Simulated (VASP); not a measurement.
# Al15CoN16 (a cell with a defect) in VASP: notebook, part 2 of 2

VASP 6.6.1. Earlier steps stand in the parts before.

## Step 3: Single point, PBEsol+U, collinear spin, ferromagnetic start

INCAR reads:

```
PREC = Accurate ; ENCUT = 450
EDIFF = 1E-5 ; ISMEAR = 0
SIGMA = 0.03 ; LREAL = Auto
LASPH = True ; NELM = 120
ALGO = Normal ; ISIF = 2
LWAVE = False ; LCHARG = False
ISPIN = 2 ; MAGMOM = 0.01 0 0 0 0 0 0 0 0 0 0 0 0 0 0 0 0 0 0 0 0 0 0 0 0 0 0 0 0 0 0 0
LORBIT = 11 ; LMAXMIX = 4
LDAU = True ; LDAUTYPE = 2
LDAUL = 2 -1 -1 ; LDAUU = 4 0 0
LDAUJ = 0 0 0 ; LDAUPRINT = 1
GGA = PS ; ISYM = 0
KPAR = 4
```

KPOINTS reads:

```
Automatic mesh
0
Gamma
  3 3 2
```

POSCAR reads:

```
Al15CoN16                               
1.0
    6.2200008610      0.0000000000      0.0000000000
   -3.1100004305      5.3866787572      0.0000000000
    0.0000000000      0.0000000000      9.9600000000
  Co              Al              N             
     1    15    16
Direct
     0.3341517704270011    0.1675337091565167    0.9986268575881685
     0.3333084205418342    0.1669409530537067    0.5008806357173993
     0.3379363147255389    0.6693135799170372    0.0024218680270976
     0.3339510972662337    0.6672380686215328    0.5003196588738066
     0.8339641960547760    0.1667853494807151    0.0019484193520286
     0.8339330870549705    0.1673855103684704    0.5003312334834322
     0.8342314921492290    0.6683784441478363    0.0017895668474089
     0.8342520243798512    0.6671848218070588    0.5001564605361865
     0.1648748101367810    0.3340946711668045    0.2496547545218947
     0.1686994961582306    0.3349962916813758    0.7516404109015153
     0.1653376916738098    0.8314039225744122    0.2493641839637951
     0.1685412995839319    0.8349688506858706    0.7515779124570001
     0.6649173311513612    0.3330972424968844    0.2489071407626827
     0.6687183504741792    0.3347287670578568    0.7509344471382082
     0.6671729768200897    0.8339379434412779    0.2516722080886704
     0.6680690483235984    0.8345314823067134    0.7506633865152035
     0.3277874094302373    0.1642741506264317    0.1902472888702413
     0.3346878730759592    0.1679867412414150    0.6920537909661256
     0.3347035766419281    0.6674185241787787    0.1926567685859928
     0.3345814263270291    0.6680694082177884    0.6914421200053485
     0.8317354611161482    0.1666423547430849    0.1923599254042243
     0.8352970110464106    0.1678571964727196    0.6913888731629833
     0.8320939939190466    0.6662934967801724    0.1922666274869010
     0.8352132861333771    0.6681279868546343    0.6912178275518631
     0.1672672189404861    0.3336686468383359    0.4409577166814423
     0.1670038057008919    0.3386334583756991    0.9435241307608662
     0.1676393802437668    0.8342918830474004    0.4406750349526277
     0.1672322010233522    0.8292054602514415    0.9432608251694683
     0.6656548040765845    0.3331267747808290    0.4404918619409739
     0.6756944291200940    0.3383775572267105    0.9404437720353233
     0.6674764723178163    0.8339956720128683    0.4421431643083005
     0.6693722439654421    0.8350950803876006    0.9415631273428269
```

Potentials or basis: VASP PAW PBE potentials, release 64 (Co, Al, N).

Started as:

```
$ cat potpaw_PBE.64/Co/POTCAR potpaw_PBE.64/Al/POTCAR potpaw_PBE.64/N/POTCAR > POTCAR
$ mpirun -np 4 vasp_std > vasp.out
```

Run time: 12 min. Hardware: 4 MPI ranks of Intel Xeon 6975P-C (Granite Rapids), shared host; peak memory 0.71 GiB.

The run converged. Its results:

```
Free energy                                           : -246.0761 eV
Largest force                                         : 0.304 eV/Å
Band gap on the k mesh                                : none (metal or under the smearing width)
Net moment                                            : 0.62 μB per cell
Site moments                                          : Co +0.62; Al +0.00, -0.00; N -0.04, +0.00, -0.00, -0.02, -0.01 μB
Valence electrons inside the program's atomic spheres : Co 8.36; Al 0.81, 0.82; N 3.79, 3.83, 3.85, 3.84, 3.80
```

Forces on the atoms (eV/Å):
```
Co   0.066  0.021 -0.009
Al  -0.008 -0.005 -0.061
Al   0.196  0.142  0.183
Al  -0.010  0.003 -0.016
Al  -0.146 -0.038  0.048
Al  -0.013  0.008 -0.016
Al  -0.036 -0.114  0.030
Al  -0.010 -0.008 -0.001
Al   0.035 -0.030  0.012
Al  -0.052  0.024 -0.097
Al  -0.027  0.066  0.032
Al  -0.007 -0.058 -0.089
Al  -0.087 -0.067 -0.045
Al   0.037  0.044  0.022
Al  -0.006  0.002 -0.003
Al   0.036  0.000 -0.018
N    0.101  0.003  0.138
N   -0.006 -0.006  0.062
N   -0.038 -0.017 -0.040
N    0.022 -0.013  0.039
N    0.022 -0.009 -0.032
N    0.017  0.012  0.007
N   -0.003  0.008 -0.033
N    0.007  0.025  0.009
N   -0.011  0.015  0.033
N   -0.032 -0.086 -0.160
N   -0.006 -0.025  0.058
N   -0.194 -0.012 -0.053
N    0.011  0.011  0.046
N    0.134  0.101 -0.022
N   -0.003 -0.005  0.006
N    0.009  0.011 -0.030
```

Levels at points of the mesh, in eV from the Fermi level:
Spin up:
| k point | band 63 | band 64 | band 65 | band 66 | band 67 | band 68 | band 69 | band 70 | band 71 | band 72 |
| --- | --- | --- | --- | --- | --- | --- | --- | --- | --- | --- |
| (0.00, 0.00, 0.00) | -1.66 | -1.65 | -1.52 | -1.40 | -0.31 | 0.52 | 0.62 | 2.85 | 3.86 | 3.87 |
| (0.00, 0.00, 0.50) | -1.76 | -1.75 | -1.48 | -1.47 | -0.38 | 0.48 | 0.57 | 3.60 | 3.60 | 3.65 |
Spin down:
| k point | band 63 | band 64 | band 65 | band 66 | band 67 | band 68 | band 69 | band 70 | band 71 | band 72 |
| --- | --- | --- | --- | --- | --- | --- | --- | --- | --- | --- |
| (0.00, 0.00, 0.00) | -1.65 | -1.63 | -1.38 | -1.19 | 0.16 | 1.17 | 1.85 | 2.85 | 3.87 | 3.87 |
| (0.00, 0.00, 0.50) | -1.73 | -1.70 | -1.34 | -1.29 | 0.15 | 1.08 | 1.81 | 3.60 | 3.60 | 3.65 |

Eigenvalues of the final occupation matrices:
```tsv
site	spin	trace	eigenvalues
site 1 d	1	3.99	0.42 0.66 0.97 0.97 0.97
site 1 d	2	3.35	0.26 0.29 0.86 0.97 0.97
```

Caveat: the k mesh is coarse (spacing up to 0.39 Å⁻¹), so the values aren't converged; the PAW data sets were made with another functional, which shifts forces and pressure a little. The state reached can hang on the start; a lower one may exist.

## Step 4: Single point, PBEsol+U, collinear spin, zero start

INCAR reads:

```
PREC = Accurate ; ENCUT = 450
EDIFF = 1E-5 ; ISMEAR = 0
SIGMA = 0.03 ; LREAL = Auto
LASPH = True ; NELM = 120
ALGO = Normal ; ISIF = 2
LWAVE = False ; LCHARG = False
ISPIN = 2 ; MAGMOM = 0 0 0 0 0 0 0 0 0 0 0 0 0 0 0 0 0 0 0 0 0 0 0 0 0 0 0 0 0 0 0 0
LORBIT = 11 ; NUPDOWN = 0
LMAXMIX = 4 ; LDAU = True
LDAUTYPE = 2 ; LDAUL = 2 -1 -1
LDAUU = 6 0 0 ; LDAUJ = 0 0 0
LDAUPRINT = 1 ; GGA = PS
ISYM = 0 ; KPAR = 4
```

KPOINTS is that of step 3.

POSCAR is that of step 3.

Started as:

```
$ cat potpaw_PBE.64/Co/POTCAR potpaw_PBE.64/Al/POTCAR potpaw_PBE.64/N/POTCAR > POTCAR
$ mpirun -np 4 vasp_std > vasp.out
```

It took 25 min on 4 MPI ranks of Intel Xeon 6975P-C (Granite Rapids), shared host; peak memory 0.72 GiB.

The run converged. Its results:

```
Free energy                                           : -244.2054 eV
Largest force                                         : 0.589 eV/Å
Net moment                                            : 0.00 μB per cell
Valence electrons inside the program's atomic spheres : Co 8.47; Al 0.81, 0.82; N 3.79, 3.83, 3.85, 3.84, 3.78
```

Forces on the atoms (eV/Å):
```
Co  -0.147 -0.086 -0.348
Al   0.012  0.011 -0.102
Al   0.156  0.090  0.197
Al   0.002  0.005 -0.029
Al  -0.004 -0.185  0.180
Al  -0.029  0.016 -0.043
Al  -0.157  0.073  0.194
Al  -0.014 -0.029 -0.033
Al   0.085 -0.016 -0.072
Al  -0.096  0.053 -0.072
Al   0.011  0.091 -0.047
Al   0.006 -0.115 -0.083
Al  -0.160 -0.110 -0.025
Al   0.041  0.033 -0.210
Al  -0.024 -0.007 -0.027
Al   0.022 -0.003 -0.003
N    0.325  0.186 -0.137
N    0.018  0.003  0.154
N   -0.046 -0.015 -0.017
N    0.034 -0.004  0.017
N   -0.004  0.010 -0.051
N    0.000  0.021  0.037
N    0.008 -0.021 -0.055
N    0.009  0.006  0.052
N   -0.006 -0.005  0.056
N    0.189  0.075 -0.038
N   -0.021 -0.003  0.075
N    0.153  0.131  0.002
N    0.028  0.021  0.100
N   -0.386 -0.226  0.384
N    0.006 -0.001  0.020
N   -0.011  0.003 -0.078
```

Eigenvalues of the final occupation matrices:
```tsv
site	spin	trace	eigenvalues
site 1 d	1	3.74	0.33 0.64 0.82 0.98 0.98
site 1 d	2	3.74	0.33 0.64 0.82 0.98 0.98
```

Caveat: the k mesh is coarse (spacing up to 0.39 Å⁻¹), so the values aren't converged; the PAW data sets were made with another functional, which shifts forces and pressure a little; the total moment is fixed, so each spin has its own Fermi level. The state reached can hang on the start; a lower one may exist.

## Step 5: The runs side by side

```tsv
task	spin	U	fixed moment (μB)	cell	moment (μB)	largest force (eV/Å)
relaxation of the atoms	collinear, zero start	Co d U = 4 eV	0	atoms relaxed from: atoms moved at random, drawn with an rms of 0.05 Å	0.00	0.03
single point	collinear, ferromagnetic start	Co d U = 4 eV	-	as given	0.62	0.30
single point	collinear, zero start	Co d U = 6 eV	0	as given	0.00	0.59
```

Alike in all rows: level PBEsol+U; potentials or basis VASP PAW PBE potentials, release 64 (Co, Al, N); k mesh 3 × 3 × 2; cutoff (eV) 450; smearing gaussian 0.03 eV; the mesh is coarse, so values aren't converged.

Caveats: all runs use coarse meshes; the PAW data sets were made with another functional, which shifts forces and pressure a little; the total moment is fixed, so each spin has its own Fermi level (some runs).

Total energies depend on the potentials used, so only differences within one code and one set of settings carry meaning.
